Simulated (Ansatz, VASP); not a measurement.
CuW: VASP beside Ansatz

```xyz
2
Lattice="0.0000 2.7127 2.7127 2.7127 0.0000 2.7127 2.7127 2.7127 0.0000" Properties=species:S:1:pos:R:3 pbc="T T T"
Cu    0.0000    0.0000    0.0000
W     1.3563    1.3563    1.3563
```

Change from the starting cell: species swapped into the InP type (F-43m, No. 216).

Alike in both runs: functional PBE; k mesh 6 × 6 × 6; occupations gaussian, width 0.1 eV; no spin polarisation.

Ansatz relaxed the structure, and its values are those at the end. VASP's run is a single point on that final structure, the one shown.

|  | VASP | Ansatz |
| --- | --- | --- |
| version | VASP 6.6.1 | Ansatz 0.2.0 |
| potentials or method | VASP PAW PBE potentials, release 64 (Cu, W_sv) | scalar-relativistic, plane waves, PAW |
| plane-wave cutoff (eV) | 520 | 420 |
| valence electrons in the cell | 25 | 33 |

Ansatz gave:

```
gap on the k mesh at the Fermi level (eV) : none
pressure (GPa)                            : 0.2
```

Which values does VASP return?

gap on the k mesh at the Fermi level (eV): none; pressure (GPa): 0.3.

A gap of «none» marks a metal or a gap that the smearing closes. The functional is the same, so the differences come from potentials, cutoffs and numerics. The two sets of potentials don't hold the same shells in valence.

Spin-orbit coupling is left out, which matters for the levels of W.
